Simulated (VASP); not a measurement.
Level of theory: G0W0 on PBE orbitals, VASP's PBE PAW potentials (set 64) (plane waves; VASP).

VASP ran on this input.

### KPOINTS
```
Automatic mesh
0
Gamma
4 4 4
0 0 0
```

**POSCAR**
```
MgO
1
    0.0000000000     2.1050000000     2.1050000000
    2.1050000000     0.0000000000     2.1050000000
    2.1050000000     2.1050000000     0.0000000000
Mg O
1 1
Direct
  0.0000000000   0.0000000000   0.0000000000
  0.5000000000   0.5000000000   0.5000000000
```

INCAR:
```
ALGO=EVGW0
ENCUT=500
ENCUTGW=200
GGA=PE
ISMEAR=0
LASPH=.True.
LCHARG=.False.
LREAL=.False.
LSPECTRALGW=.True.
LWAVE=.False.
NBANDS=160
NBANDSGW=16
NELMGW=1
NOMEGA=64
PREC=Normal
SIGMA=0.01
SYSTEM=MgO
```

POTCAR, in this order: Mg_sv_GW O_GW_new (PBE.64 set). Program: vasp_std. Read from the step before: WAVECAR, WAVEDER.

The resulting files:

File OUTCAR:
```
 ion  position               nearest neighbor table
   1  0.000  0.000  0.000-   2 2.10   2 2.10   2 2.10   2 2.10   2 2.10   2 2.10
   2  0.500  0.500  0.500-   1 2.10   1 2.10   1 2.10   1 2.10   1 2.10   1 2.10
  LATTYP: Found a face centered cubic cell.
 ALAT       =     4.2100000000
 Subroutine PRICEL returns:
 Original cell was already a primitive cell.
 Subroutine GETGRP returns: Found 48 space group operations
The static configuration has the point symmetry O_h .
The dynamic configuration has the point symmetry O_h .
 Subroutine INISYM returns: Found 48 space group operations
 Subroutine IBZKPT returns following result:
 Found      8 irreducible k-points:

 Following reciprocal coordinates:
            Coordinates               Weight
  0.000000  0.000000  0.000000      1.000000
  0.250000  0.000000  0.000000      8.000000
  0.500000  0.000000  0.000000      4.000000
  0.250000  0.250000  0.000000      6.000000
  0.500000  0.250000  0.000000     24.000000
 -0.250000  0.250000  0.000000     12.000000
  0.500000  0.500000  0.000000      3.000000
 -0.250000  0.500000  0.250000      6.000000
 Subroutine IBZKPT_HF returns following result:
...
```

**OSZICAR**
```
energies w=
    0.000    0.000    1.810    0.000    3.617    0.000    5.416    0.000
    7.205    0.000    8.979    0.000   10.736    0.000   12.475    0.000
   14.193    0.000   15.890    0.000   17.565    0.000   19.217    0.000
   20.847    0.000   22.456    0.000   24.045    0.000   25.615    0.000
   27.168    0.000   28.707    0.000   30.232    0.000   31.748    0.000
   33.255    0.000   34.758    0.000   36.259    0.000   37.760    0.000
   39.266    0.000   40.779    0.000   42.304    0.000   43.843    0.000
   45.402    0.000   46.984    0.000   48.594    0.000   50.236    0.000
   51.918    0.000   53.644    0.000   55.420    0.000   57.255    0.000
   59.156    0.000   61.132    0.000   63.194    0.000   65.352    0.000
   67.619    0.000   70.011    0.000   72.545    0.000   75.239    0.000
   78.118    0.000   81.208    0.000   84.541    0.000   88.155    0.000
   92.096    0.000   96.418    0.000  101.191    0.000  106.495    0.000
  112.436    0.000  119.146    0.000  126.792    0.000  135.597    0.000
  145.850    0.000  157.951    0.000  172.450    0.000  190.141    0.000
  212.200    0.000  240.456    0.000  277.910    0.000  329.860    0.000
NQ=   1    0.0000    0.0000    0.0000,
 performed        196000 updates of chi_q(r,r)
NQ=   2    0.2500    0.0000    0.0000,
 performed        576000 updates of chi_q(r,r)
NQ=   3    0.5000    0.0000    0.0000,
 performed        864000 updates of chi_q(r,r)
NQ=   4    0.2500    0.2500    0.0000,
 performed       1209000 updates of chi_q(r,r)
NQ=   5    0.5000    0.2500    0.0000,
 performed       1671000 updates of chi_q(r,r)
NQ=   6   -0.2500    0.2500    0.0000,
 performed       2082000 updates of chi_q(r,r)
NQ=   7    0.5000    0.5000    0.0000,
 performed       2350000 updates of chi_q(r,r)
NQ=   8   -0.2500    0.5000    0.2500,
 performed       2700000 updates of chi_q(r,r)
 resolving degeneracies of screened two electron integrals
```

**OUTCAR**
```


 k-point   1 :       0.0000    0.0000    0.0000
  band No.  KS-energies  QP-energies   sigma(KS)   V_xc(KS)     V^pw_x(r,r')   Z            occupation Imag(sigma)

      1     -67.8932     -79.0593     -47.5879     -33.7091     -56.4607       0.8045       2.0000       0.6893
      2     -34.6243     -41.4883     -41.5625     -33.1406     -48.6730       0.8150       2.0000       0.3145
      3     -34.6243     -41.4883     -41.5625     -33.1406     -48.6730       0.8150       2.0000       0.3145
      4     -34.6243     -41.4883     -41.5625     -33.1406     -48.6730       0.8150       2.0000       0.3145
      5     -12.8383     -15.3718     -21.8062     -18.3705     -30.1792       0.7374       2.0000       1.4950
      6       4.4192       2.8327     -21.9000     -19.8778     -25.4926       0.7845       2.0000       0.2553
      7       4.4192       2.8327     -21.9000     -19.8778     -25.4926       0.7845       2.0000       0.2553
      8       4.4192       2.8327     -21.9000     -19.8778     -25.4926       0.7845       2.0000       0.2553
      9       9.1571      10.1753     -12.2241     -13.4445      -8.5269       0.8343       0.0000      -0.1649
     10      20.2187      21.2299      -8.4000      -9.6122      -3.6602       0.8341       0.0000      -0.2730
     11      20.2187      21.2299      -8.4000      -9.6122      -3.6602       0.8341       0.0000      -0.2730
     12      20.2187      21.2299      -8.4000      -9.6122      -3.6602       0.8341       0.0000      -0.2730
     13      24.1193      24.6105      -7.3113      -7.9135      -1.7171       0.8158       0.0000      -0.7410
     14      25.9098      27.2255      -9.2742     -10.8559      -4.2053       0.8318       0.0000      -0.3538
     15      25.9098      27.2255      -9.2742     -10.8559      -4.2053       0.8318       0.0000      -0.3538
     16      28.7816      30.3837     -10.9946     -12.9630      -5.0514       0.8139       0.0000      -0.6637

 k-point   2 :       0.2500    0.0000    0.0000
  band No.  KS-energies  QP-energies   sigma(KS)   V_xc(KS)     V^pw_x(r,r')   Z            occupation Imag(sigma)

      1     -67.8940     -79.0291     -47.5955     -33.7198     -56.4715       0.8025       2.0000       0.6880
      2     -34.6683     -41.4559     -41.4669     -33.0466     -48.5794       0.8061       2.0000       0.3295
      3     -34.6291     -41.4852     -41.5520     -33.1333     -48.6626       0.8144       2.0000       0.3134
      4     -34.6291     -41.4852     -41.5520     -33.1333     -48.6626       0.8144       2.0000       0.3134
      5     -12.2364     -14.7437     -22.3460     -18.9504     -30.6560       0.7384       2.0000       1.4280
      6       1.7560      -0.0971     -19.3551     -16.9736     -23.0210       0.7781       2.0000       0.3143
      7       4.0740       2.4390     -21.5514     -19.4593     -25.1843       0.7815       2.0000       0.2625
      8       4.0740       2.4390     -21.5514     -19.4593     -25.1843       0.7815       2.0000       0.2625
      9      11.5210      12.6657     -12.7552     -14.1418      -8.8936       0.8255       0.0000      -0.1837
     10      16.9980      18.1201     -10.3190     -11.6867      -5.6638       0.8205       0.0000      -0.2635
     11      21.0864      22.2380      -9.2342     -10.6238      -4.3765       0.8288       0.0000      -0.2988
     12      21.0864      22.2380      -9.2342     -10.6238      -4.3765       0.8288       0.0000      -0.2988
     13      24.5758      25.8598      -9.5937     -11.1528      -4.3709       0.8236       0.0000      -0.4078
     14      24.5758      25.8598      -9.5937     -11.1528      -4.3709       0.8236       0.0000      -0.4078
     15      26.4541      27.6698      -9.8712     -11.3511      -4.0956       0.8215       0.0000      -0.6956
     16      32.2510      33.3661      -8.0028      -9.2846      -2.2584       0.8699       0.0000      -1.1909

 k-point   3 :       0.5000    0.0000    0.0000
  band No.  KS-energies  QP-energies   sigma(KS)   V_xc(KS)     V^pw_x(r,r')   Z            occupation Imag(sigma)

      1     -67.8895     -79.0880     -47.6006     -33.7270     -56.4785       0.8072       2.0000       0.6866
      2     -34.7116     -41.4565     -41.3713     -32.9541     -48.4852       0.8013       2.0000       0.3437
      3     -34.6336     -41.4754     -41.5406     -33.1251     -48.6513       0.8130       2.0000       0.3123
      4     -34.6336     -41.4754     -41.5406     -33.1251     -48.6513       0.8130       2.0000       0.3123
      5     -11.5208     -13.9972     -23.1030     -19.7615     -31.3634       0.7411       2.0000       1.3484
      6      -0.2051      -2.2799     -18.0714     -15.3752     -22.0725       0.7696       2.0000       0.4067
      7       3.7608       2.0800     -21.2675     -19.1097     -24.9491       0.7789       2.0000       0.2705
      8       3.7608       2.0800     -21.2675     -19.1097     -24.9491       0.7789       2.0000       0.2705
      9      12.3244      13.3082     -10.2702     -11.4468      -6.2022       0.8362       0.0000      -0.1923
     10      17.0457      18.6639     -14.4206     -16.4701      -9.4572       0.7896       0.0000      -0.3089
     11      20.7631      22.0478      -9.9303     -11.4764      -5.1617       0.8310       0.0000      -0.2777
     12      20.7631      22.0478      -9.9303     -11.4764      -5.1617       0.8310       0.0000      -0.2777
     13      25.3300      26.4014      -9.2310     -10.5311      -3.5635       0.8241       0.0000      -0.6041
     14      26.9270      28.1401      -9.9159     -11.4090      -3.9155       0.8125       0.0000      -0.7219
     15      26.9270      28.1401      -9.9159     -11.4090      -3.9155       0.8125       0.0000      -0.7219
     16      33.0040      34.5844      -9.5874     -11.4129      -3.8841       0.8657       0.0000      -1.1541

 k-point   4 :       0.2500    0.2500    0.0000
  band No.  KS-energies  QP-energies   sigma(KS)   V_xc(KS)     V^pw_x(r,r')   Z            occupation Imag(sigma)

      1     -67.8924     -79.0584     -47.5972     -33.7221     -56.4735       0.8047       2.0000       0.6878
      2     -34.6640     -41.4519     -41.4741     -33.0566     -48.5856       0.8064       2.0000       0.3240
      3     -34.6390     -41.4715     -41.5353     -33.1130     -48.6441       0.8112       2.0000       0.3153
      4     -34.6390     -41.4715     -41.5353     -33.1130     -48.6441       0.8112       2.0000       0.3153
      5     -12.0785     -14.5786     -22.4574     -19.0784     -30.7554       0.7399       2.0000       1.4136
      6       1.7836      -0.0630     -19.3747     -17.0018     -23.0521       0.7782       2.0000       0.3134
      7       3.6811       1.9912     -21.2462     -19.0803     -24.9140       0.7802       2.0000       0.2704
      8       3.6811       1.9912     -21.2462     -19.0803     -24.9140       0.7802       2.0000       0.2704
      9      12.5044      13.7768     -13.6535     -15.2136      -9.6788       0.8156       0.0000      -0.1955
     10      15.5776      16.3908      -7.9945      -8.9610      -3.5882       0.8414       0.0000      -0.2200
     11      19.9456      21.2580     -10.4431     -12.0322      -5.5666       0.8259       0.0000      -0.2892
     12      21.9087      23.2186     -10.5602     -12.1752      -5.3130       0.8111       0.0000      -0.3844
     13      21.9087      23.2186     -10.5602     -12.1752      -5.3130       0.8111       0.0000      -0.3844
     14      27.7807      29.1427      -9.3875     -11.0266      -4.1649       0.8309       0.0000      -0.4286
     15      31.7481      33.1984      -9.6485     -11.3951      -3.7419       0.8303       0.0000      -0.8344
     16      31.7481      33.1984      -9.6485     -11.3951      -3.7419       0.8303       0.0000      -0.8344

 k-point   5 :       0.5000    0.2500    0.0000
  band No.  KS-energies  QP-energies   sigma(KS)   V_xc(KS)     V^pw_x(r,r')   Z            occupation Imag(sigma)

      1     -67.8876     -79.1674     -47.6022     -33.7291     -56.4800       0.8131       2.0000       0.6866
      2     -34.6932     -41.4611     -41.4176     -32.9963     -48.5261       0.8037       2.0000       0.3302
      3     -34.6552     -41.4629     -41.5007     -33.0790     -48.6083       0.8084       2.0000       0.3164
      4     -34.6437     -41.4669     -41.5222     -33.1046     -48.6311       0.8106       2.0000       0.3141
      5     -11.4207     -13.9039     -23.1050     -19.7830     -31.3607       0.7475       2.0000       1.3462
      6       0.6055      -1.4063     -18.6551     -16.0547     -22.5639       0.7736       2.0000       0.3652
      7       2.5044       0.6696     -19.9937     -17.6461     -23.7005       0.7816       2.0000       0.2978
      8       3.4000       1.6679     -21.0287     -18.8061     -24.7472       0.7793       2.0000       0.2786
      9      14.1234      15.2263     -10.8797     -12.2105      -6.6250       0.8287       0.0000      -0.2118
     10      16.0046      17.3661     -12.5897     -14.2748      -7.9981       0.8080       0.0000      -0.2543
     11      17.7362      19.0240     -10.9882     -12.5476      -6.2685       0.8258       0.0000      -0.2574
     12      22.1109      23.5402     -11.1084     -12.8738      -5.8643       0.8096       0.0000      -0.3797
     13      23.2418      24.5480     -10.5964     -12.2097      -5.0302       0.8096       0.0000      -0.5002
     14      28.9030      30.1340      -9.5076     -11.0011      -3.6415       0.8242       0.0000      -0.7621
     15      31.1929      32.5860      -9.3692     -11.0238      -3.5707       0.8420       0.0000      -0.8611
     16      32.4512      34.1559     -10.7647     -12.7889      -4.6539       0.8422       0.0000      -1.0034

 k-point   6 :      -0.2500    0.2500    0.0000
  band No.  KS-energies  QP-energies   sigma(KS)   V_xc(KS)     V^pw_x(r,r')   Z            occupation Imag(sigma)

      1     -67.8896     -79.0741     -47.6009     -33.7271     -56.4785       0.8062       2.0000       0.6869
      2     -34.6858     -41.4627     -41.4291     -33.0100     -48.5418       0.8049       2.0000       0.3332
      3     -34.6574     -41.4484     -41.4986     -33.0750     -48.6050       0.8062       2.0000       0.3171
      4     -34.6337     -41.4672     -41.5398     -33.1248     -48.6505       0.8121       2.0000       0.3122
      5     -11.6057     -14.0789     -22.9456     -19.6026     -31.2095       0.7398       2.0000       1.3622
...
```
(Selected blocks of OUTCAR.)

The mesh is coarse and the basis finite, so the quasiparticle values are not converged.

The compound is MgO in the rock salt structure. The cell was not relaxed at this level. The k-mesh is coarse (spacing up to 0.65 per Å, 2π included), so the numbers may not be converged in it.
